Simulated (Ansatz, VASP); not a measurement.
# Cross-check of Pt between VASP and Ansatz

One calculation is typed for both programs; each brings its own data sets. How far apart do they land? The cell is taken from a series of runs on this material, whose earlier steps may have relaxed, scaled, displaced or heated it; both programs get it as it stands.

Program: Ansatz 0.2.0. Level of theory: plane waves, with VASP 6.6.1 beside it; LDA. Results are calculated unless marked as measured.

**1. Starting point**

The structure is cubic, space group Fm-3m (No. 225). The conventional cell has a = 3.907 Å, b = 3.907 Å, c = 3.907 Å, α = 90.00°, β = 90.00°, γ = 90.00°. Nearest to Pt lie 12 Pt at 2.76 Å.

**2. Ansatz: elastic constants, LDA**

Ansatz runs on its default PAW (the set named soft_2) files.

Elastic constants are differences of stresses under small strains, so they test the stress and the mesh.

input.yaml

```yaml
crystal:
  lattice:
    - [0.0, 1.9533452687, 1.9533452687]
    - [1.9533452687, 0.0, 1.9533452687]
    - [1.9533452687, 1.9533452687, 0.0]
  atoms:
    - { symbol: Pt, position: [0.0, 0.0, 0.0] }
kpoints:
  mp_grid: { grid: [10, 10, 10] }
hamiltonian:
  xc: lda
scf:
  occupations: { method: gaussian, width: 0.1 }
output:
  forces: true
  stress: true
  eigenvalues: true
basis:
  ecutwfc: 260.0
elastic:
  mode: relaxed_ion
  amplitude: 0.01
```

Run with:

```
ansatz run input.yaml --threads 8 --pin off --max-ram 14336MiB --backend cpu --events-out ev --progress --plain --runs-dir out
```

Numbers of over 12 decimals in the logs are rounded to 6 here.

What it wrote:

```text
Warning: basis.ecutwfc = 260 eV is below the records' recommended 420 eV, and the density's cutoff is lower with it unless basis.ecutrho_ratio is high enough to keep the records' density cutoff: compare with a run at a higher cutoff
Engine: ansatz 0.2.0, aarch64-unknown-linux-gnu
Pseudopotentials: kind: paw
Pseudopotential: Pt, paw, valence charge 18, recommended cutoff 420 eV (normal), Pt.paw.azcp
Functional definition: SPW92
  exchange = slater_x
  correlation = pw_c
Crystal: 1 atoms, lattice volume = 14.906 Å³
Basis set: ecut = 260 eV, 137 PW (Γ)
Bands: 13, of which v1, the nominal top of the filled ones, is band 9 counted from 1 (8 counted from 0)
Symmetry: 48 space group operations
Space group: Fm-3m (ITA 225), of the structure as read, at distance tolerance 2.5e-5 Å
k-points: 47 of 1000
Non-local potential: Pt, projectors of the file, l = 0: 3, l = 1: 2, l = 2: 2, l = 3: 1
PAW form: soft (Blöchl's): semilocal exchange-correlation on the pseudo side does not see the compensation charge
PAW frozen core: Pt, regenerated for the run's functional, and the local potential with it (the file was generated under x = pbe(κ = 0.804, μ = 0.219515), c = pbe(β = 0.066725))
PAW one-centre angular grid: Pt, 590 points (default); XC on 64 Gauss nodes
Initial density: superposition of atomic densities (neutral atoms: chi_scale 0, normalization atom), corrected by the library's trained network
Initial wavefunctions: pseudopotential atomic-orbital guess
Functional: x = slater, c = lda
SCF iter   1: F=—  HF=-12244.016559 eV  |F-HF|=—  |Δ(HF+E_count)|=         —  Δρ=3.19e-2  dr2=6.73e-2  ethr=1.77e-3  ⟨swp⟩=4.9  Hψ=2914  notcnv=0
preconditioner: auto → none  [insulator: Δε(μ)=0.112 eV  Ē_g=14.362 eV  σ=0.100 eV  W_gap=0.57  n_scr=8 (ndim 8)  ℏωp=30.4 eV  f_vac=0.000  D(μ)=1.11/eV (n_scr^D=14)  ε∞_Penn≈5.5]
SCF iter   2: F=—  HF=-12243.989459 eV  |F-HF|=—  |Δ(HF+E_count)|=   2.71e-2  Δρ=1.14e-2  dr2=6.44e-3  ethr=3.74e-4  ⟨swp⟩=2.9  Hψ=1575  notcnv=0  defer=2
SCF iter   3: F=—  HF=-12243.987745 eV  |F-HF|=—  |Δ(HF+E_count)|=   1.71e-3  Δρ=5.17e-3  dr2=8.79e-4  ethr=3.58e-5  ⟨swp⟩=1.2  Hψ=646  notcnv=0  defer=2
SCF iter   4: F=—  HF=-12243.987487 eV  |F-HF|=—  |Δ(HF+E_count)|=   2.57e-4  Δρ=7.82e-4  dr2=1.80e-5  ethr=4.88e-6  ⟨swp⟩=3.0  Hψ=984  notcnv=0  defer=2
SCF iter   5: F=—  HF=-12243.987483 eV  |F-HF|=—  |Δ(HF+E_count)|=   3.97e-6  Δρ=4.88e-5  dr2=6.01e-8  ethr=9.98e-8  ⟨swp⟩=2.0  Hψ=905  notcnv=0  defer=2
SCF iter   6: F=—  HF=-12243.987494 eV  |F-HF|=—  |Δ(HF+E_count)|=   1.07e-5  Δρ=2.66e-6  dr2=3.25e-10  ethr=3.34e-10  ⟨swp⟩=2.6  Hψ=1036  notcnv=0  defer=2
SCF iter   7: F=—  HF=-12243.987494 eV  |F-HF|=—  |Δ(HF+E_count)|=  7.09e-11  Δρ=1.83e-7  dr2=4.97e-12  ethr=1.80e-12  ⟨swp⟩=2.0  Hψ=987  notcnv=0  defer=2
SCF iter   8: F=-12243.987494 eV  HF=-12243.987494 eV  |F-HF|=3.64e-12  |Δ(HF+E_count)|=  9.09e-12  Δρ=3.70e-9  dr2=1.14e-15  ethr=1.00e-12  ⟨swp⟩=2.8  Hψ=2140  notcnv=0
SCF 1 converged in 8 iterations: F = -12243.987494 eV  dr2 = 1.14e-15
  greatest PAW one-centre occupation: 1.000 electrons in one spin orbital (limit 2), on the Pt atom at site 0 (counted from 0), in its partial waves of l = 0
Crystal: 1 atoms, lattice volume = 14.608 Å³
Symmetry: 16 space group operations
k-points: 102 of 1000
Initial density: handed on by an earlier stage of this run
Initial wavefunctions: those handed on with the density
iter 1 solved again at ethr=3.87e-6 eV; its pass at ethr=3.10e-3 eV (dr2=6.97e-4 eV) is discarded
SCF iter   1: F=—  HF=-12243.974849 eV  |F-HF|=—  |Δ(HF+E_count)|=         —  Δρ=3.42e-3  dr2=4.60e-4  ethr=3.87e-6  ⟨swp⟩=1.6  Hψ=8814  notcnv=0  defer=2
preconditioner: auto → none  [metal: Δε(μ)=0.035 eV  Ē_g=14.631 eV  σ=0.100 eV  W_gap=0.19  n_scr=8 (ndim 8)  ℏωp=30.7 eV  f_vac=0.000  D(μ)=1.16/eV (n_scr^D=14)]
[...]
SCF 2 converged in 7 iterations: F = -12243.974709 eV  dr2 = 2.85e-14
Crystal: 1 atoms, lattice volume = 15.204 Å³
Basis set: ecut = 260 eV, 145 PW (Γ)
[...]
SCF 7 converged in 7 iterations: F = -12243.990533 eV  dr2 = 9.44e-15
[...]
preconditioner: auto → none  [metal: Δε(μ)=0.073 eV  Ē_g=14.399 eV  σ=0.100 eV  W_gap=0.39  n_scr=8 (ndim 8)  ℏωp=30.4 eV  f_vac=0.000  D(μ)=1.07/eV (n_scr^D=14)]
[...]
SCF iter   3: F=—  HF=-12243.984170 eV  |F-HF|=—  |Δ(HF+E_count)|=   3.28e-7  Δρ=3.18e-5  dr2=1.80e-8  ethr=1.00e-12  ⟨swp⟩=3.0  Hψ=4640  notcnv=0
SCF iter   4: F=—  HF=-12243.984170 eV  |F-HF|=—  |Δ(HF+E_count)|=   3.50e-8  Δρ=5.34e-6  dr2=3.00e-10  ethr=1.00e-12  ⟨swp⟩=2.2  Hψ=3857  notcnv=0
SCF iter   5: F=—  HF=-12243.984170 eV  |F-HF|=—  |Δ(HF+E_count)|=   1.41e-9  Δρ=1.24e-6  dr2=1.31e-11  ethr=1.00e-12  ⟨swp⟩=2.5  Hψ=3047  notcnv=0
SCF iter   6: F=-12243.984170 eV  HF=-12243.984170 eV  |F-HF|=1.82e-12  |Δ(HF+E_count)|=  7.82e-11  Δρ=4.95e-8  dr2=6.73e-14  ethr=1.00e-12  ⟨swp⟩=3.0  Hψ=7550  notcnv=0
SCF 8 converged in 6 iterations: F = -12243.984170 eV  dr2 = 6.73e-14
SCF iter   1: F=—  HF=-12243.984169 eV  |F-HF|=—  |Δ(HF+E_count)|=         —  Δρ=2.33e-4  dr2=1.33e-6  ethr=1.00e-12  ⟨swp⟩=9.5  Hψ=18845  notcnv=0  defer=2
SCF iter   2: F=—  HF=-12243.984169 eV  |F-HF|=—  |Δ(HF+E_count)|=   8.15e-7  Δρ=1.04e-4  dr2=1.76e-7  ethr=1.00e-12  ⟨swp⟩=3.0  Hψ=6777  notcnv=0
SCF iter   3: F=—  HF=-12243.984170 eV  |F-HF|=—  |Δ(HF+E_count)|=   3.28e-7  Δρ=3.18e-5  dr2=1.80e-8  ethr=1.00e-12  ⟨swp⟩=3.0  Hψ=4640  notcnv=0
SCF iter   4: F=—  HF=-12243.984170 eV  |F-HF|=—  |Δ(HF+E_count)|=   3.50e-8  Δρ=5.34e-6  dr2=3.00e-10  ethr=1.00e-12  ⟨swp⟩=2.2  Hψ=3857  notcnv=0
SCF iter   5: F=—  HF=-12243.984170 eV  |F-HF|=—  |Δ(HF+E_count)|=   1.42e-9  Δρ=1.24e-6  dr2=1.31e-11  ethr=1.00e-12  ⟨swp⟩=2.5  Hψ=3047  notcnv=0
SCF iter   6: F=-12243.984170 eV  HF=-12243.984170 eV  |F-HF|=3.64e-12  |Δ(HF+E_count)|=  8.19e-11  Δρ=4.95e-8  dr2=6.73e-14  ethr=1.00e-12  ⟨swp⟩=3.0  Hψ=7550  notcnv=0
SCF 9 converged in 6 iterations: F = -12243.984170 eV  dr2 = 6.73e-14
WARN: the elastic stencil's two pairs of strained cells disagree: C11 (strain 11) reads 396.39 GPa from the cells at ±δ and 372.25 from those at ±2δ, which the stencil makes 404.43; C44 (strain 23) reads 88.65 GPa from the cells at ±δ and 81.28 from those at ±2δ, which the stencil makes 91.11; the limit is 2 % of the column's largest entry (no column's own pairs agree, so each is held to its own). A stress that is smooth and near linear over the cells gives both pairs one slope, so the constants of these columns, the constants that the crystal's symmetry builds from them and the moduli and the stability verdict built on them are in doubt. [rest of the remark cut]
SCF converged after 8 iterations
Free energy (F): -12243.987494 eV
Harris-Foulkes:  -12243.987494 eV  (|F-HF|=3.64e-12)
Internal energy: -12243.982004 eV  (E = F + TS)
E sigma→0 (E₀):  -12243.984749 eV
Entropy (-TS):   -0.005490 eV (-5.490 meV/atom)
Fermi energy:    23.426216 eV
--- Per-component energies (eV) ---
  E_band       = -132.170100
  E_kinetic    = 644.475531
  E_local      = -1448.258990  (includes V_loc(G=0)·N_el)
  E_nonlocal   = 199.551575
  E_hartree    = 534.272022
  E_xc         = -261.912299
  E_vxc        = -304.751061  (∫ρ·V_xc dr)
  E_paw        = -9174.885817  (= ΣΔE_a)
  E_vpaw       = -291.732103  (= ΣTr[D̂ρ^β])
  E_aug_tail   = 0.000903  (compensation charges beyond the density's cutoff)
  E_ewald      = -2737.688799
  E_core_change = 0.463869  (= ΣΔE_core)
  E_smearing   = -0.005490  (= −TS)
  E_closure    = 0.000000  (closes the sum)
  Σ components = -12243.987494   (vs F -12243.987494, Δ=0.00e0)
--- Forces (eV/Å), atoms counted from 1 ---
  atom   1  Pt    -0.00000000    -0.00000000     0.00000000
  max |Σ_I F_I| component: 1.31e-31 eV/Å
--- Stress (GPa, compression-positive) ---
       -0.042785       0.000000      -0.000000
       -0.000000      -0.042785      -0.000000
        0.000000      -0.000000      -0.042785
  P = ⅓ Tr σ = -0.0428 GPa (-0.428 kbar)
--- Band table (eV; the first three rows and the last of 47) ---
  k-point 0: bands = [... 5 lower, 19.5025, 19.5025, 19.5025, 21.8273, 21.8273, 38.0423, 43.0630, 43.0630]
  k-point 1: bands = [... 5 lower, 19.3025, 19.6448, 19.6448, 21.6468, 21.6468, 38.6461, 41.2588, 43.6541]
  k-point 2: bands = [... 5 lower, 19.0712, 19.8451, 19.8451, 21.6469, 21.6469, 38.3573, 39.7852, 45.2946]
  k-point 46: bands = [... 5 lower, 17.9684, 19.6078, 21.5762, 23.9281, 30.5064, 30.5925, 32.9437, 35.6183]
--- Elastic constants: 2 strain directions × 4 members + reference (group order 48) ---
  dense FFT box of the reference and of every strained cell: 15×15×15
  strains applied: 11, 23; error gains: componentwise 1.00 (the most a stress slope's error grows in a printed constant), spectral 1.73 (1 for all six strains in a standard setting)
  C = ∂σ_k/∂η_j (tension-positive GPa; Voigt order 11 22 33 23 13 12):
       404.434    264.509    264.509      0.000      0.000      0.000
       264.509    404.434    264.509     -0.000      0.000      0.000
       264.509    264.509    404.434     -0.000      0.000      0.000
         0.000     -0.000     -0.000     91.106     -0.000     -0.000
        -0.000     -0.000     -0.000      0.000     91.106     -0.000
        -0.000      0.000     -0.000     -0.000      0.000     91.106
  reference stress σ⁰ (GPa):      0.043      0.043      0.043      0.000      0.000     -0.000
  C* (energy form; C + prestress term) asymmetry max|C*_kj − C*_jk| = 1.137e-13 GPa — a small one proves nothing (zero by symmetry where the batch's group is 432, −43m or m−3m); a large one is finite-difference/SCF noise where every solve meets its electron count
  moduli (Voigt/Reuss/Hill, GPa): K = 311.15/311.15/311.15   G = 82.65/81.28/81.96   E = 226.04   ν = 0.379
  mechanically stable: yes (min eigenvalue of sym C = 91.11 GPa)
  strain η (Voigt 11):  stress-route row diagonal C_11 = 404.43 GPa, energy-path curvature d²(F+E_count+ΔE)/dδ²/Ω₀ = 516.37 GPa
    cells at ±δ against ±2δ: C11 396.39 and 372.25 GPa, apart by 5.97 % of the column's largest entry
         δ    σ_11 (GPa)             F (eV)   n_scf  n_hpsi   n_pw
    -2.000e-2      -8.1755      -12243.9747095       7   23313    149   relax 0 steps, max|allowed force component| 0.00e0 eV/Å
    -1.000e-2      -4.2968      -12243.9787168       6   27325    150   relax 0 steps, max|allowed force component| 0.00e0 eV/Å
     1.000e-2       3.6309      -12243.9840588       6   28641    151   relax 0 steps, max|allowed force component| 0.00e0 eV/Å
     2.000e-2       6.7146      -12243.9842538       6   22580    153   relax 0 steps, max|allowed force component| 0.00e0 eV/Å
  strain η (Voigt 23):  stress-route row diagonal C_44 = 91.11 GPa, energy-path curvature d²(F+E_count+ΔE)/dδ²/Ω₀ = 177.10 GPa
    cells at ±δ against ±2δ: C44 88.65 and 81.28 GPa, apart by 8.09 % of the column's largest entry
         δ    σ_23 (GPa)             F (eV)   n_scf  n_hpsi   n_pw
    -2.000e-2      -1.6256      -12243.9905328       8   40441    151   relax 0 steps, max|allowed force component| 0.00e0 eV/Å
    -1.000e-2      -0.8866      -12243.9841698       6   46686    151   relax 0 steps, max|allowed force component| 0.00e0 eV/Å
     1.000e-2       0.8864      -12243.9841700       6   46461    151   relax 0 steps, max|allowed force component| 0.00e0 eV/Å
     2.000e-2       1.6255      -12243.9905331       7   38169    151   relax 0 steps, max|allowed force component| 0.00e0 eV/Å
```

[end of part 1 of 2]

[Lines on the potential files, build, host, timing and source positions are cut from VASP's logs without a mark.]

[Logs are printed without paths, hosts, clocks, repeated set-up lines and the standing remarks that a program may print on its own settings, such as how far it seeks lower states.]

[Hosts, paths, dates, database ids (printed as entryN), source tags and the programs' standing remarks are cut or masked in the printed files.]
